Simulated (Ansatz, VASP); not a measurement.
**Cross-check of TiB2 (TiB2 strained to the junction's net) between VASP and Ansatz**

Aim: how closely do two programs agree when they are given the same cell, functional and k mesh? The structure shown is the end of the Ansatz relaxation below.

Program: Ansatz 0.2.0. Level of theory: plane waves, with VASP 6.6.1 beside it; single point at PBE. Results are calculated unless marked as measured.

## (1) Starting point

It takes space group P6/mmm (No. 191, hexagonal). Conventional cell: a = 2.930 Å, b = 2.930 Å, c = 3.275 Å, α = 90.00°, β = 90.00°, γ = 120.00°. Nearest to Ti lie 12 B at 2.35 Å. Nearest to B lie 3 B at 1.69 Å and 6 Ti at 2.35 Å. Farther neighbours are not listed.

As a file:

```cif
data_structure
_symmetry_space_group_name_H-M 'P6/mmm'
_symmetry_Int_Tables_number 191
_cell_length_a 2.9300
_cell_length_b 2.9300
_cell_length_c 3.2747
_cell_angle_alpha 90.000
_cell_angle_beta 90.000
_cell_angle_gamma 120.000
_cell_volume 24.35
loop_
_atom_site_label
_atom_site_type_symbol
_atom_site_symmetry_multiplicity
_atom_site_Wyckoff_symbol
_atom_site_fract_x
_atom_site_fract_y
_atom_site_fract_z
_atom_site_occupancy
Ti1 Ti 1 a 0.00000 0.00000 0.00000 1
B1 B 2 d 0.33333 0.66667 0.50000 1
```

## (2) Ansatz: relaxation, PBE

Ansatz runs on its default PAW (the set named soft_2) files.

This run makes the geometry at which the two programs are then compared.

The input, input.yaml:

```yaml
crystal:
  lattice:
    - [2.93, 0.0, 0.0]
    - [-1.465, 2.5374544331, 0.0]
    - [0.0, 0.0, 3.304620462]
  atoms:
    - { symbol: Ti, position: [0.0, 0.0, 0.0] }
    - { symbol: B, position: [0.3333333333, 0.6666666667, 0.5] }
    - { symbol: B, position: [0.6666666667, 0.3333333333, 0.5] }
kpoints:
  mp_grid: { grid: [18, 18, 10] }
scf:
  occupations: { method: fermi_dirac, width: 0.1 }
  max_iter: 150
hamiltonian:
  xc: pbe
relax:
  f_tol: 0.01
  max_steps: 40
  cell: { fix: [a, b, angles] }
```

Command:

```console
$ ansatz run input.yaml --threads 4 --pin off --max-ram 18432MiB --backend cpu --events-out ev --progress --plain --runs-dir out
```

Numbers of over 12 decimals in the logs are rounded to 6 here.

Output:

```text
Engine: ansatz 0.2.0, aarch64-unknown-linux-gnu
Pseudopotentials: kind: paw
Pseudopotential: Ti, paw, valence charge 12, recommended cutoff 420 eV (normal), Ti.paw.azcp
Pseudopotential: B, paw, valence charge 3, recommended cutoff 420 eV (normal), B.paw.azcp
Functional definition: PBE
  parameter kappa = 0.804
  parameter beta = 0.066725
  exchange = pbe_x(kappa = kappa, mu = beta*pi^2/3)
  correlation = pbe_c(beta = beta)
Crystal: 3 atoms, lattice volume = 24.569 Å³
Basis set: ecut = 420 eV, 467 PW (Γ), exchange–correlation on 40×40×48 points (8 copies of the dense FFT grid, shifted against one another)
Bands: 13, of which v1, the nominal top of the filled ones, is band 9 counted from 1 (8 counted from 0)
Symmetry: 24 space group operations
Space group: P6/mmm (ITA 191), of the structure as read, at distance tolerance 2.9e-5 Å
k-points: 222 of 3240
Non-local potential: Ti, projectors of the file, l = 0: 3, l = 1: 2, l = 2: 3, l = 3: 1
Non-local potential: B, projectors of the file, l = 0: 2, l = 1: 2, l = 2: 1
PAW form: soft (Blöchl's): semilocal exchange-correlation on the pseudo side does not see the compensation charge
PAW one-centre angular grid: Ti, 590 points (default); XC on 64 Gauss nodes
PAW one-centre angular grid: B, 110 points (default); XC on 64 Gauss nodes
Initial density: superposition of atomic densities (neutral atoms: chi_scale 0, normalization atom), corrected by the library's trained network
Initial wavefunctions: pseudopotential atomic-orbital guess
Functional: x = pbe(κ = 0.804, μ = 0.219515), c = pbe(β = 0.066725)
SCF iter   1: F=—  HF=-2814.565711 eV  |F-HF|=—  |Δ(HF+E_count)|=         —  Δρ=2.83e-3  dr2=2.07e-3  ethr=1.77e-3  ⟨swp⟩=4.5  Hψ=14324  notcnv=0
preconditioner: auto → none  [metal: Δε(μ)=0.032 eV  Ē_g=8.282 eV  σ=0.100 eV  W_gap=0.08  n_scr=8 (ndim 8)  ℏωp=23.7 eV  f_vac=0.000  D(μ)=0.32/eV (n_scr^D=0)  sad-step TF]
SCF iter   2: F=—  HF=-2814.565150 eV  |F-HF|=—  |Δ(HF+E_count)|=   5.61e-4  Δρ=1.67e-3  dr2=8.74e-4  ethr=1.15e-5  ⟨swp⟩=1.1  Hψ=4702  notcnv=0
SCF iter   3: F=—  HF=-2814.564982 eV  |F-HF|=—  |Δ(HF+E_count)|=   1.68e-4  Δρ=2.08e-4  dr2=1.03e-5  ethr=4.85e-6  ⟨swp⟩=2.5  Hψ=3935  notcnv=0
SCF iter   4: F=—  HF=-2814.564964 eV  |F-HF|=—  |Δ(HF+E_count)|=   1.85e-5  Δρ=4.53e-5  dr2=3.53e-7  ethr=5.71e-8  ⟨swp⟩=2.1  Hψ=4804  notcnv=0
iter 5 did not close the SCF: its close was put off for the readings that it lacked (scf_convergence_deferred on its scf_iter line)
SCF iter   5: F=-2814.564964 eV  HF=-2814.564964 eV  |F-HF|=3.79e-9  |Δ(HF+E_count)|=   4.93e-8  Δρ=8.72e-6  dr2=1.08e-8  ethr=1.96e-9  ⟨swp⟩=2.0  Hψ=4545  notcnv=0
SCF iter   6: F=-2814.564964 eV  HF=-2814.564964 eV  |F-HF|=5.05e-11  |Δ(HF+E_count)|=   8.80e-9  Δρ=5.20e-7  dr2=1.79e-11  ethr=6.00e-11  ⟨swp⟩=1.6  Hψ=9119  notcnv=0
SCF 1 converged in 6 iterations: F = -2814.564964 eV  dr2 = 1.79e-11
  greatest PAW one-centre occupation: 0.999 electrons in one spin orbital (limit 2), on the Ti atom at site 0 (counted from 0), in its partial waves of l = 0
relax step   1: F+E_penalty+E_count = -2814.56496387 eV  Δ(F+E_penalty+E_count) = +0.000e0 eV  max|allowed force component| = 2.591e-16 eV/Å  Δτ_max = 0.0000 Å  P = +14.934 GPa  Ω = 24.569 Å³  fix = [a, b, alpha, beta, gamma]  reactions: a +24.649, b +24.649 GPa  (6 SCF iters, dr2 threshold 1.00e-7 eV, accepted)
[...]
relax step   2: F+E_penalty+E_count = -2814.56835297 eV  Δ(F+E_penalty+E_count) = -3.389e-3 eV  max|allowed force component| = 1.619e-16 eV/Å  Δτ_max = 0.0000 Å  P = +17.053 GPa  Ω = 24.367 Å³  energy of the carried Pulay correction = +2.751e-4 eV  fix = [a, b, alpha, beta, gamma]  reactions: a +25.784, b +25.784 GPa  (6 SCF iters, dr2 threshold 3.00e-7 eV, accepted)
[...]
relax step   3: F+E_penalty+E_count = -2814.56840598 eV  Δ(F+E_penalty+E_count) = -5.301e-5 eV  max|allowed force component| = 2.220e-16 eV/Å  Δτ_max = 0.0000 Å  P = +17.271 GPa  Ω = 24.347 Å³  energy of the carried Pulay correction = +3.028e-4 eV  fix = [a, b, alpha, beta, gamma]  reactions: a +25.901, b +25.901 GPa  (6 SCF iters, dr2 threshold 3.00e-7 eV, accepted)
[...]
relax step   4: F+E_penalty+E_count = -2814.56812889 eV  Δ(F+E_penalty+E_count) = +2.771e-4 eV  max|allowed force component| = 2.220e-16 eV/Å  Δτ_max = 0.0000 Å  P = +17.257 GPa  Ω = 24.347 Å³  fix = [a, b, alpha, beta, gamma]  reactions: a +25.893, b +25.893 GPa  stress off target by 1.48e-2 GPa on what of the cell is left free  SCF on the basis re-selected at this cell (its energy is not comparable with the rows above)  (8 SCF iters)
basis re-selected at this cell: Δ(F+E_penalty+E_count) = +2.771e-4 eV, ΔP = -0.014 GPa vs the last step (what re-selecting the basis moved, of the pressure what is left beyond the Pulay correction that the steps carried, after the strain that the cell walked since its last selection, with what the two solves' SCF thresholds leave and, on support functions, any second-order correction that the steps lacked; it is no m [...]
SCF converged after 8 iterations
Free energy (F): -2814.568129 eV
Harris-Foulkes:  -2814.568129 eV  (|F-HF|=4.55e-13)
Internal energy: -2814.557264 eV  (E = F + TS)
E sigma→0 (E₀):  -2814.562697 eV
Entropy (-TS):   -0.010864 eV (-3.621 meV/atom)
Fermi energy:    16.049634 eV
--- Per-component energies (eV) ---
  E_band       = -79.055063
  E_kinetic    = 381.109910
  E_local      = -757.526758  (includes V_loc(G=0)·N_el)
  E_nonlocal   = 29.405043
  E_hartree    = 324.588321
  E_xc         = -166.645303
  E_vxc        = -204.821075  (∫ρ·V_xc dr)
  E_paw        = -1205.020235  (= ΣΔE_a)
  E_vpaw       = -176.398933  (= ΣTr[D̂ρ^β])
  E_aug_tail   = 0.000107  (compensation charges beyond the density's cutoff)
  E_ewald      = -1420.468351
  E_smearing   = -0.010864  (= −TS)
  E_closure    = 0.000000  (closes the sum)
  Σ components = -2814.568129   (vs F -2814.568129, Δ=0.00e0)
--- Forces (eV/Å), atoms counted from 1 ---
  atom   1  Ti    -0.00000000    -0.00000000     0.00000000
  atom   2  B      0.00000000    -0.00000000     0.00000000
  atom   3  B      0.00000000     0.00000000    -0.00000000
  max |Σ_I F_I| component: 1.85e-17 eV/Å
--- Stress (GPa, compression-positive) ---
       25.893044       0.000000      -0.000000
        0.000000      25.893044      -0.000000
       -0.000000      -0.000000      -0.014847
  P = ⅓ Tr σ = 17.2571 GPa (172.571 kbar)
--- Relaxed structure (3 steps of the walk, 3 accepted, 1 SCFs on fresh bases) ---
  F+E_penalty+E_count = -2814.56812889 eV   max|allowed force component| = 2.220e-16 eV/Å   (the final SCF, on the basis selected at the relaxed cell)
  cell:  # Å, volume = 24.3467 Å³
    - [2.930000, 0, 0]
    - [-1.465000, 2.537454, 0]
    - [0, 0, 3.274715]
  atoms:
    - { symbol: Ti, position: [0, 0, 0.0] }
    - { symbol: B, position: [0.333333, 0.666667, 0.5] }
    - { symbol: B, position: [0.666667, 0.333333, 0.5] }
```

## (3) VASP: single point, PBE

The same cell, functional, mesh and smearing now go to VASP, with its own data sets.

Lines of VASP's logs that name or quote its potential files are left out, and so is its time.

The input, INCAR:

```
SYSTEM = TiB2
PREC = Accurate
ENCUT = 500
EDIFF = 1E-06
NELM = 120
ISMEAR = -1
SIGMA = 0.1
LREAL = .FALSE.
ALGO = Normal
GGA = PE
NBANDS = 15
LASPH = .TRUE.
LORBIT = 11
LWAVE = .FALSE.
LCHARG = .FALSE.
ISIF = 2
GGA_COMPAT = .FALSE.
```

The input, POSCAR:

```
TiB2
1.0
    2.9300000000      0.0000000000      0.0000000000
   -1.4650000000      2.5374544331      0.0000000000
    0.0000000000      0.0000000000      3.2747153650
Ti B
1 2
Direct
    0.0000000000      0.0000000000      0.0000000000
    0.3333333333      0.6666666667      0.5000000000
    0.6666666667      0.3333333333      0.5000000000
```

The input, KPOINTS:

```
Automatic mesh
0
Gamma
18 18 10
0 0 0
```

Potentials, in the order of the species: Ti_sv and B (PBE family, release 64).

Command:

```console
$ mpirun -np 1 vasp_std
```

Output:

```text
[banner, memory and clock lines left out]
running    1 mpi-ranks, on    1 nodes
 distrk:  each k-point on    1 cores,    1 groups
 distr:  one band on    1 cores,    1 groups

 POSCAR found type information on POSCAR TiB
 POSCAR found :  2 types and       3 ions
 LDA part: xc-table for (Slater+PW92), standard interpolation
 POSCAR, INCAR and KPOINTS ok, starting setup
 FFT: planning ... GRIDC
 FFT: planning ... GRID_SOFT
 FFT: planning ... GRID
 WAVECAR not read
 entering main loop
       N       E                     dE             d eps       ncg     rms          rms(c)
DAV:   1     0.122486086775E+03    0.12249E+03   -0.89624E+03  6668   0.135E+03
DAV:   2    -0.222461450151E+02   -0.14473E+03   -0.13984E+03  6968   0.355E+02
DAV:   3    -0.296736292266E+02   -0.74275E+01   -0.73434E+01  9633   0.788E+01
DAV:   4    -0.298724417400E+02   -0.19881E+00   -0.19863E+00  8000   0.115E+01
DAV:   5    -0.298785131693E+02   -0.60714E-02   -0.60713E-02  9863   0.162E+00    0.176E+01
DAV:   6    -0.242863018151E+02    0.55922E+01   -0.22613E+01  9239   0.537E+01    0.405E+00
DAV:   7    -0.242964201136E+02   -0.10118E-01   -0.13083E+00  7025   0.131E+01    0.370E+00
DAV:   8    -0.243012681087E+02   -0.48480E-02   -0.90538E-02 10563   0.259E+00    0.923E-01
DAV:   9    -0.243014521791E+02   -0.18407E-03   -0.34358E-02  8168   0.252E+00    0.257E-01
DAV:  10    -0.243009536637E+02    0.49852E-03   -0.34705E-03  9131   0.761E-01    0.818E-02
DAV:  11    -0.243009404313E+02    0.13232E-04   -0.33238E-04  9136   0.202E-01    0.617E-02
DAV:  12    -0.243009321498E+02    0.82815E-05   -0.53259E-05  8945   0.945E-02    0.101E-02
DAV:  13    -0.243009317521E+02    0.39775E-06   -0.22355E-06  7565   0.151E-02
   1 F= -.24300932E+02 E0= -.24295486E+02  d E =-.108911E-01
```

Parts of OUTCAR (step 3):

```text
ion  position               nearest neighbor table
   1  0.000  0.000  0.000-   2 2.35   3 2.35   2 2.35   3 2.35   3 2.35   3 2.35   2 2.35   2 2.35
                             3 2.35   3 2.35   2 2.35   2 2.35
   2  0.333  0.667  0.500-   3 1.69   3 1.69   3 1.69   1 2.35   1 2.35   1 2.35   1 2.35   1 2.35
                             1 2.35
   3  0.667  0.333  0.500-   2 1.69   2 1.69   2 1.69   1 2.35   1 2.35   1 2.35   1 2.35   1 2.35
                             1 2.35

  LATTYP: Found a hexagonal cell.
 ALAT       =     2.9300000000
 C/A-ratio  =     1.1176502952

 Subroutine GETGRP returns: Found 24 space group operations
 (whereof 24 operations were pure point group operations)

The static configuration has the point symmetry D_6h.

 Found    222 irreducible k-points:

   k-points           NKPTS =    222   k-points in BZ     NKDIM =    222   number of bands    NBANDS=     15

   dimension x,y,z NGX =    24 NGY =   24 NGZ =   24
   dimension x,y,z NGXF=    48 NGYF=   48 NGZF=   48

   ENCUT  =  500.0 eV  36.75 Ry    6.06 a.u.   5.34  5.34  5.97*2*pi/ulx,y,z

   NELECT =      18.0000    total number of electrons

 k-points in reciprocal lattice and weights: Automatic mesh
   0.00000000  0.00000000  0.00000000       0.000
   0.05555556 -0.00000000  0.00000000       0.002
   0.11111111 -0.00000000  0.00000000       0.002
   0.16666667 -0.00000000  0.00000000       0.002
   0.22222222 -0.00000000  0.00000000       0.002
   0.27777778 -0.00000000  0.00000000       0.002
   0.33333333 -0.00000000  0.00000000       0.002
   0.38888889 -0.00000000  0.00000000       0.002
   0.44444444 -0.00000000  0.00000000       0.002
[...]
0.33333333  0.27777778  0.50000000       0.004
   0.33333333  0.33333333  0.50000000       0.001

 average (electrostatic) potential at core
       1 -70.2838       2 -21.5315       3 -21.5315

 E-fermi :  10.5934

 k-point     1 :       0.0000    0.0000    0.0000
  band No.  band energies     occupation
    ...
      5      -3.2894      2.00000
      6       7.6877      2.00000
      7       8.1913      2.00000
      8       8.1913      2.00000
      9       8.1940      2.00000
     10      12.6018      0.00000
     11      12.6018      0.00000
     12      14.1755      0.00000
     13      14.1755      0.00000
     14      16.9738      0.00000
    ...

 k-point     2 :       0.0556   -0.0000    0.0000
  band No.  band energies     occupation
    ...
      5      -3.2263      2.00000
      6       7.6434      2.00000
      7       8.0065      2.00000
      8       8.1785      2.00000
      9       8.2390      2.00000
     10      12.5805      0.00000
     11      12.7007      0.00000
     12      13.9376      0.00000
     13      13.9840      0.00000
     14      17.1950      0.00000
    ...

 k-point     3 :       0.1111   -0.0000    0.0000
  band No.  band energies     occupation
    ...
      5      -3.0388      2.00000
      6       7.4947      2.00000
      7       7.5263      2.00000
      8       8.1346      2.00000
      9       8.3602      2.00000
     10      12.5198      0.00000
     11      12.9722      0.00000
     12      13.4376      0.00000
     13      13.6265      0.00000
     14      17.6137      0.00000
    ...

  Total        3.9720609      3.9720609      0.0405657      0.0000000      0.0000000      0.0000000
  in kB      261.3888453    261.3888453      2.6695022      0.0000000      0.0000000      0.0000000
  external PRESSURE =     175.1490643 kB  Pullay stress =       0.0000000 kB

  energy-cutoff  :      500.00
  volume of cell :       24.35
      direct lattice vectors                 reciprocal lattice vectors
     2.930000000  0.000000000  0.000000000     0.341296928  0.197047873  0.000000000
    -1.465000000  2.537454433  0.000000000     0.000000000  0.394095747  0.000000000
     0.000000000  0.000000000  3.274715365     0.000000000  0.000000000  0.305370052

 POSITION                                       TOTAL-FORCE (eV/Angst)
 -----------------------------------------------------------------------------------
      0.00000      0.00000      0.00000        -0.000000      0.000000     -0.000000
     -0.00000      1.69164      1.63736         0.000000      0.000000      0.000000
      1.46500      0.84582      1.63736        -0.000000      0.000000     -0.000000
 -----------------------------------------------------------------------------------
    total drift:                               -0.000000      0.000000      0.000000

  FREE ENERGIE OF THE ION-ELECTRON SYSTEM (eV)
  ---------------------------------------------------
  free  energy   TOTEN  =       -24.3009317521 eV

  energy  without entropy=      -24.2900406917  energy(sigma->0) =      -24.29548622

 total charge
# of ion       s       p       d       tot
------------------------------------------
    1        2.188   6.228   2.073  10.489
    2        0.711   1.405   0.000   2.115
    3        0.711   1.405   0.000   2.115
--------------------------------------------------
tot          3.609   9.037   2.073  14.719

[... 3 further parts left out ...]
```

The run ends at a pressure of 17.51 GPa.

## (4) Differences

Known differences besides the potentials themselves: the cutoff is 420 eV in Ansatz and 500 eV in VASP; Ansatz's pressure holds a Pulay correction, VASP's none. Total energies have different zeros and are not compared.

The two programs side by side:

```
      quantity  Ansatz   VASP  difference
pressure (GPa)   17.26  17.51       -0.26
```

## (5) Outcome

* difference in pressure (single point, PBE): -0.26 GPa

**Reading.** The difference in pressure is -0.26 GPa (single point, PBE), within the 1 GPa picked in this series as the mark of a large difference. Such differences can come from data sets, numerical settings and the points named under the comparisons, not from the functional's error against experiment.

[Lines on the potential files, build, host, timing and source positions are cut from VASP's logs without a mark.]

[Logs are printed without paths, hosts, clocks, repeated set-up lines and the standing remarks that a program may print on its own settings, such as how far it seeks lower states.]

[Hosts, paths, dates, database ids (printed as entryN), source tags and the programs' standing remarks are cut or masked in the printed files.]
